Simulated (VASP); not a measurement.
# PtSe2: G0W0 gap of a sheet against vacuum, part 3 of 5

How does the G0W0 gap of a single sheet of PtSe2 depend on the vacuum between its repeats?

VASP 6.6.1, plane waves and PAW; the level of theory is named at each step.

So far, gap on the k-mesh (eV): step 4 (empty bands, box 11 Å) 1.23.

## (5) G0W0, box 11 Å, bands in the sums 280

This step: G0W0 on PBE; plane waves and PAW (Pt_GW, Se_GW) (VASP 6.6.1).

One pass of GW corrects the levels to first order, with G and W from the starting orbitals.

INCAR reads:

```
SYSTEM = PtSe2
PREC = Accurate
ENCUT = 300
ISMEAR = 0
SIGMA = 0.01
LREAL = .FALSE.
GGA = PE
NBANDS = 280
LASPH = .TRUE.
ALGO = EVGW0
NELMGW = 1
ENCUTGW = 90
NOMEGA = 48
PRECFOCK = Fast
NBANDSGW = 24
LWAVE = .FALSE.
LCHARG = .FALSE.
```

POSCAR reads:

```
PtSe2
1.0
    3.8527425800      0.0000000000      0.0000000000
   -1.9263712900      3.3365729485      0.0000000000
    0.0000000000      0.0000000000     11.0000000000
Pt Se
1 2
Direct
    0.0000000000      0.0000000000      0.5000000000
    0.3333333333      0.6666666667      0.6137002491
    0.6666666667      0.3333333333      0.3862997509
```

KPOINTS reads:

```
Automatic mesh
0
Gamma
9 9 1
0 0 0
```

PAW data sets: Pt_GW and Se_GW (PBE family, release 64).

Started as:

```console
> mpirun -np 8 vasp_std
```

Log:

```text
[banner, memory and clock lines left out]
running    8 mpi-ranks, on    1 nodes
 distrk:  each k-point on    8 cores,    1 groups
 distr:  one band on    1 cores,    8 groups

 POSCAR found type information on POSCAR PtSe
 POSCAR found :  2 types and       3 ions
 [... a notice as in an earlier step ...]

|                                                                             |
|           W    W    AA    RRRRR   N    N  II  N    N   GGGG   !!!           |
|           W    W   A  A   R    R  NN   N  II  NN   N  G    G  !!!           |
|           W    W  A    A  R    R  N N  N  II  N N  N  G       !!!           |
|           W WW W  AAAAAA  RRRRR   N  N N  II  N  N N  G  GGG   !            |
|           WW  WW  A    A  R   R   N   NN  II  N   NN  G    G                |
|           W    W  A    A  R    R  N    N  II  N    N   GGGG   !!!           |
|                                                                             |
|     The default for ENCUTGWSOFT is different in this version of VASP.       |
|     please manually set ENCUTGWSOFT =90 in the INCAR file.                  |
|                                                                             |

 LDA part: xc-table for (Slater+PW92), standard interpolation
 found WAVECAR, reading the header
 POSCAR, INCAR and KPOINTS ok, starting setup
 FFT: planning ... GRIDC
 FFT: planning ... GRID_SOFT
 FFT: planning ... GRID
 reading WAVECAR
 the WAVECAR file was read successfully
 initial charge from wavefunction
 available memory per node:     35.23 GB, setting MAXMEM to     36073

 The Fermi energy was updated, please check that it is located mid-gap
 values below the HOMO (VB) or above the LUMO (CB) will cause erroneous energies
 E-fermi :  -0.3145

 calculate exact exchange contribution
 the WAVEDER file was read successfully
energies w=
    0.000    0.000    0.553    0.000    1.103    0.000    1.649    0.000
    2.189    0.000    2.721    0.000    3.245    0.000    3.759    0.000
    4.264    0.000    4.759    0.000    5.245    0.000    5.724    0.000
    6.195    0.000    6.661    0.000    7.123    0.000    7.582    0.000
    8.041    0.000    8.500    0.000    8.962    0.000    9.430    0.000
    9.905    0.000   10.390    0.000   10.888    0.000   11.402    0.000
   11.935    0.000   12.493    0.000   13.078    0.000   13.698    0.000
   14.359    0.000   15.068    0.000   15.834    0.000   16.670    0.000
   17.590    0.000   18.612    0.000   19.759    0.000   21.060    0.000
   22.556    0.000   24.299    0.000   26.363    0.000   28.851    0.000
   31.915    0.000   35.784    0.000   40.828    0.000   47.674    0.000
   57.486    0.000   72.686    0.000   99.299    0.000  157.614    0.000
 responsefunction array rank=     288
 LDA part: xc-table for (Slater+PW92), standard interpolation

 min. memory requirement per mpi rank    279.3 MB, per node   2234.6 MB

 allocating   6 responsefunctions rank=   288
 shmem allocating  48 responsefunctions rank=   288
 response function shared by NCSHMEM nodes    1
 Doing            6  frequencies on each core in blocks of           48
NQ=   1    0.0000    0.0000    0.0000,
|.........|.........|.........|.........|.........|.........|.........|.........
 performed        640000 updates of chi_q(r,r)
 total number of BLAS operations        322.89 Gflops
NQ=   2    0.1111   -0.0000    0.0000,
|.........|.........|.........|.........|.........|.........|.........|.........
 performed       1966000 updates of chi_q(r,r)
 total number of BLAS operations       1045.56 Gflops
NQ=   3    0.2222   -0.0000    0.0000,
|.........|.........|.........|.........|.........|.........|.........|.........
 performed       3292000 updates of chi_q(r,r)
 total number of BLAS operations       1790.55 Gflops
NQ=   4    0.3333    0.0000    0.0000,
|.........|.........|.........|.........|.........|.........|.........|.........
 performed       4618000 updates of chi_q(r,r)
 total number of BLAS operations       2592.82 Gflops
NQ=   5    0.4444   -0.0000    0.0000,
|.........|.........|.........|.........|.........|.........|.........|.........
 performed       5944000 updates of chi_q(r,r)
 total number of BLAS operations       3448.47 Gflops
NQ=   6    0.1111    0.1111    0.0000,
|.........|.........|.........|.........|.........|.........|.........|.........
 performed       7270000 updates of chi_q(r,r)
 total number of BLAS operations       4171.14 Gflops
NQ=   7    0.2222    0.1111    0.0000,
|.........|.........|.........|.........|.........|.........|.........|.........
 performed       8837000 updates of chi_q(r,r)
 total number of BLAS operations       5112.90 Gflops
NQ=   8    0.3333    0.1111    0.0000,
|.........|.........|.........|.........|.........|.........|.........|.........
 performed      10404000 updates of chi_q(r,r)
 total number of BLAS operations       6068.45 Gflops
NQ=   9    0.4444    0.1111    0.0000,
|.........|.........|.........|.........|.........|.........|.........|.........
 performed      11730000 updates of chi_q(r,r)
 total number of BLAS operations       6918.08 Gflops
NQ=  10    0.2222    0.2222    0.0000,
|.........|.........|.........|.........|.........|.........|.........|.........
 performed      13056000 updates of chi_q(r,r)
 total number of BLAS operations       7767.71 Gflops
NQ=  11    0.3333    0.2222    0.0000,
|.........|.........|.........|.........|.........|.........|.........|.........
 performed      14623000 updates of chi_q(r,r)
 total number of BLAS operations       8758.20 Gflops
NQ=  12    0.3333    0.3333    0.0000,
|.........|.........|.........|.........|.........|.........|.........|.........
 performed      15411000 updates of chi_q(r,r)
 total number of BLAS operations       9249.21 Gflops
 resolving degeneracies of screened two electron integrals

 calculate QP shifts <psi_nk| G(iteration)W_0 |psi_nk>: iteration 1
 entering main loop
```

The job ended after 81 s (8 MPI ranks of Intel Xeon 6975P-C (Granite Rapids), shared host; peak memory 2.6 GiB).

From OUTCAR (step 5):

```text
   k-points           NKPTS =     12   k-points in BZ     NKDIM =     81   number of bands    NBANDS=    280

   NELECT =      22.0000    total number of electrons

 E-fermi :  -0.3145

 QP shifts <psi_nk| G(iteration)W_0 |psi_nk>: iteration 1
 for sc-GW calculations column KS-energies equals QP-energies in previous step
 and V_xc(KS)=  KS-energies - (<T + V_ion + V_H > + <T+V_H+V_ion>^1  + <V_x>^1)
 k-point   1 :       0.0000    0.0000    0.0000
  band No.  KS-energies  QP-energies   sigma(KS)   V_xc(KS)     V^pw_x(r,r')   Z            occupation Imag(sigma)
    ...
      8      -2.0283      -2.4158     -12.9649     -12.3983     -16.2383       0.6840       2.0000       0.1564
      9      -1.4116      -1.7918     -11.4505     -10.9023     -12.8148       0.6935       2.0000       0.1162
     10      -1.1546      -1.4858     -12.8720     -12.4148     -13.9785       0.7246       2.0000       0.0766
     11      -1.1546      -1.4858     -12.8720     -12.4148     -13.9785       0.7246       2.0000       0.0766
     12       1.8028       2.1779     -12.1541     -12.6886      -9.2490       0.7017       0.0000      -0.1241
     13       1.8028       2.1779     -12.1541     -12.6886      -9.2490       0.7017       0.0000      -0.1241
     14       3.2369       3.3695      -5.7450      -5.9108      -2.8549       0.7994       0.0000      -0.1091
     15       4.4023       4.5626      -8.9587      -9.1652      -5.0660       0.7768       0.0000      -0.1478
    ...

 k-point   2 :       0.1111   -0.0000    0.0000
  band No.  KS-energies  QP-energies   sigma(KS)   V_xc(KS)     V^pw_x(r,r')   Z            occupation Imag(sigma)
    ...
      8      -2.5076      -2.8693     -12.8889     -12.3643     -15.8785       0.6894       2.0000       0.1720
      9      -1.2047      -1.5756     -11.7476     -11.2176     -13.0683       0.6998       2.0000       0.0981
     10      -1.1745      -1.5188     -12.9408     -12.4650     -14.2429       0.7236       2.0000       0.0788
     11      -1.1256      -1.5107     -12.7200     -12.1822     -14.4819       0.7159       2.0000       0.0877
     12       1.1126       1.4304     -11.6581     -12.1010      -9.1462       0.7177       0.0000      -0.0778
     13       1.6437       2.0161     -12.0388     -12.5681      -9.1286       0.7037       0.0000      -0.1140
     14       3.6581       3.7337      -5.2068      -5.3008      -2.4574       0.8041       0.0000      -0.1124
     15       4.9838       5.2019      -8.9683      -9.2525      -4.9291       0.7673       0.0000      -0.1914
    ...

[... 7 parts as in an earlier step ...]

[... 8 further parts left out ...]
```

Numbers from this step:

| Item | Value |
| --- | --- |
| quasiparticle gap on the mesh | 1.860 eV |
| smallest direct quasiparticle gap on the mesh | 1.867 eV |
| gap of the starting orbitals on the mesh | 1.227 eV |

GW takes the gap from 1.227 to 1.860 eV. The mesh misses a band edge: at the starting level the path gave a gap 0.06 eV smaller. The sheet keeps a typed, unrelaxed lattice constant, and the Coulomb interaction between its repeats isn't cut. Spin-orbit coupling is left out. The value holds for 280 bands, ENCUTGW = 90 eV and this mesh, and isn't shown to be converged in them.

## (6) Ground state with more vacuum, box 12.5 Å, height 12.5

This step: PBE; plane waves and PAW (Pt_GW, Se_GW) (VASP 6.6.1).

The cell is made 12.5 Å high around the same sheet, and the chain is run again; the band count grows with the volume, so that the sums reach the same energy.

INCAR reads:

```
SYSTEM = PtSe2
PREC = Accurate
ENCUT = 300
EDIFF = 1E-08
NELM = 100
ISMEAR = 0
SIGMA = 0.01
LREAL = .FALSE.
ALGO = Normal
GGA = PE
NBANDS = 17
LASPH = .TRUE.
LORBIT = 11
LWAVE = .TRUE.
LCHARG = .FALSE.
KPAR = 8
```

POSCAR reads:

```
PtSe2
1.0
    3.8527425800      0.0000000000      0.0000000000
   -1.9263712900      3.3365729485      0.0000000000
    0.0000000000      0.0000000000     12.5000000000
Pt Se
1 2
Direct
    0.0000000000      0.0000000000      0.5000000000
    0.3333333333      0.6666666667      0.6000562192
    0.6666666667      0.3333333333      0.3999437808
```

KPOINTS is that of step 5.

Started as:

```console
> mpirun -np 8 vasp_std
```

Log:

```text
[... set-up lines as in an earlier step ...]
 entering main loop
       N       E                     dE             d eps       ncg     rms          rms(c)
DAV:   1     0.102210541720E+03    0.10221E+03   -0.66003E+03   620   0.724E+02
DAV:   2    -0.427926493698E+01   -0.10649E+03   -0.10330E+03   648   0.202E+02
DAV:   3    -0.147450312511E+02   -0.10466E+02   -0.10361E+02   608   0.583E+01
DAV:   4    -0.151273482494E+02   -0.38232E+00   -0.38122E+00   616   0.122E+01
DAV:   5    -0.151378507591E+02   -0.10503E-01   -0.10498E-01   632   0.186E+00    0.103E+01
DAV:   6    -0.144994986427E+02    0.63835E+00   -0.52386E+00   664   0.250E+01    0.730E+00
DAV:   7    -0.142782746824E+02    0.22122E+00   -0.10461E+00   608   0.117E+01    0.294E+00
DAV:   8    -0.142691410661E+02    0.91336E-02   -0.93248E-02   576   0.183E+00    0.767E-01
DAV:   9    -0.142637535347E+02    0.53875E-02   -0.20867E-02   552   0.171E+00    0.210E-01
DAV:  10    -0.142640949918E+02   -0.34146E-03   -0.32284E-03   504   0.436E-01    0.604E-02
DAV:  11    -0.142641223552E+02   -0.27363E-04   -0.19923E-04   552   0.121E-01    0.188E-02
DAV:  12    -0.142641373503E+02   -0.14995E-04   -0.46676E-05   493   0.556E-02    0.586E-03
DAV:  13    -0.142641528099E+02   -0.15460E-04   -0.56114E-06   494   0.142E-02    0.398E-03
DAV:  14    -0.142641981909E+02   -0.45381E-04   -0.95858E-06   458   0.121E-02    0.412E-03
DAV:  15    -0.142642100043E+02   -0.11813E-04   -0.17630E-06   560   0.751E-03    0.267E-03
DAV:  16    -0.142642173968E+02   -0.73925E-05   -0.95982E-07   495   0.437E-03    0.937E-04
DAV:  17    -0.142642177223E+02   -0.32545E-06   -0.38979E-08   512   0.193E-03    0.507E-04
DAV:  18    -0.142642181231E+02   -0.40087E-06   -0.57483E-08   454   0.132E-03    0.148E-04
DAV:  19    -0.142642181462E+02   -0.23073E-07   -0.33556E-09   448   0.481E-04    0.762E-05
DAV:  20    -0.142642181530E+02   -0.67996E-08   -0.11520E-09   400   0.461E-04
   1 F= -.14264218E+02 E0= -.14264218E+02  d E =-.477189E-28
 writing wavefunctions
```

It took 5.8 s on 8 MPI ranks; peak memory 1.6 GiB.

From OUTCAR (step 6):

```text
   ENCUT  =  300.0 eV  22.05 Ry    4.70 a.u.   5.44  5.44 17.65*2*pi/ulx,y,z

   NELECT =      22.0000    total number of electrons

 E-fermi :  -1.4281

 k-point     1 :       0.0000    0.0000    0.0000
  band No.  band energies     occupation
    ...
      7      -4.2497      2.00000
      8      -2.6023      2.00000
      9      -1.9888      2.00000
     10      -1.7293      2.00000
     11      -1.7293      2.00000
     12       1.2282      0.00000
     13       1.2282      0.00000
     14       2.7453      0.00000
     15       3.8018      0.00000
     16       4.3328      0.00000
    ...

  Total       -1.9499402     -1.9499402     -0.0329392      0.0000000     -0.0000000      0.0000000
  in kB      -19.4424612    -19.4424612     -0.3284302      0.0000000     -0.0000000      0.0000000
  external PRESSURE =     -13.0711175 kB  Pullay stress =       0.0000000 kB

 POSITION                                       TOTAL-FORCE (eV/Angst)
 -----------------------------------------------------------------------------------
      0.00000      0.00000      6.25000         0.000000      0.000000     -0.000000
     -0.00000      2.22438      7.50070         0.000000      0.000000      0.001173
      1.92637      1.11219      4.99930        -0.000000      0.000000     -0.001173
 -----------------------------------------------------------------------------------
    total drift:                                0.000000      0.000000      0.000000

  FREE ENERGIE OF THE ION-ELECTRON SYSTEM (eV)
  ---------------------------------------------------
  free  energy   TOTEN  =       -14.2642181530 eV

  energy  without entropy=      -14.2642181530  energy(sigma->0) =      -14.26421815

[... 2 parts as in an earlier step ...]

[... 14 further parts left out ...]
```

This step gave:

- Fermi energy: -1.428 eV
- gap on the k-mesh: 1.228 eV
- least direct gap on the k-mesh: 1.228 eV

## (7) Empty bands, box 12.5 Å, height 12.5

The empty bands are made again, for the run that follows.

INCAR reads:

```
SYSTEM = PtSe2
PREC = Accurate
ENCUT = 300
ISMEAR = 0
SIGMA = 0.01
LREAL = .FALSE.
GGA = PE
NBANDS = 312
LASPH = .TRUE.
ALGO = Exact
NELM = 1
LWAVE = .TRUE.
LCHARG = .FALSE.
LOPTICS = .TRUE.
NEDOS = 1000
CSHIFT = 0.1
```

POSCAR is that of step 6.

KPOINTS is that of step 6.

Started as:

```console
> mpirun -np 8 vasp_std
```

Log:

```text
[banner, memory and clock lines left out]
running    8 mpi-ranks, on    1 nodes
[...]
[... a notice as in an earlier step ...]

 LDA part: xc-table for (Slater+PW92), standard interpolation
 found WAVECAR, reading the header
  number of bands has changed, file:    17 present:   312
  trying to continue reading WAVECAR, but it might fail
 POSCAR, INCAR and KPOINTS ok, starting setup
[...]
reading WAVECAR
 random initialization beyond band           17
 the WAVECAR file was read successfully
 initial charge from wavefunction
 entering main loop
       N       E                     dE             d eps       ncg     rms          rms(c)
DIA:   1    -0.142642181530E+02   -0.14264E+02    0.00000E+00     0   0.000E+00
   1 F= -.14264218E+02 E0= -.14264218E+02  d E =-.123049E-11
 writing wavefunctions
 optical routines
 imaginary and real dielectric function
 recalculating local potential from charge density
 direction            1
 direction            2
 direction            3
```

Wall time 15 s (8 MPI ranks); peak memory 2.2 GiB.

Parts of OUTCAR (step 7):

```text
  Total       -1.9497137     -1.9497137     -0.0325297      0.0000000     -0.0000000      0.0000000
  in kB      -19.4402034    -19.4402034     -0.3243467      0.0000000     -0.0000000      0.0000000
  external PRESSURE =     -13.0682512 kB  Pullay stress =       0.0000000 kB

 POSITION                                       TOTAL-FORCE (eV/Angst)
 -----------------------------------------------------------------------------------
      0.00000      0.00000      6.25000         0.000000      0.000000      0.000000
     -0.00000      2.22438      7.50070         0.000000      0.000000      0.001182
      1.92637      1.11219      4.99930        -0.000000      0.000000     -0.001182
 -----------------------------------------------------------------------------------
    total drift:                                0.000000      0.000000      0.000000

[... 3 parts as in an earlier step ...]

[... 2 further parts left out ...]
[key lines of the parts left out:]
E-fermi :  -1.4593
```

WAVECAR now holds 312 bands for 22 electrons.

[end of part 3 of 5]

[Lines on the potential files, build, host, timing and source positions are cut from VASP's logs without a mark.]

[Logs are printed without paths, hosts, clocks, repeated set-up lines and the standing remarks that a program may print on its own settings, such as how far it seeks lower states.]

[Hosts, paths, dates, database ids (printed as entryN), source tags and the programs' standing remarks are cut or masked in the printed files.]

[Pressures printed for these runs are not shown converged in the cutoff: they can be off by several GPa and have the wrong sign.]
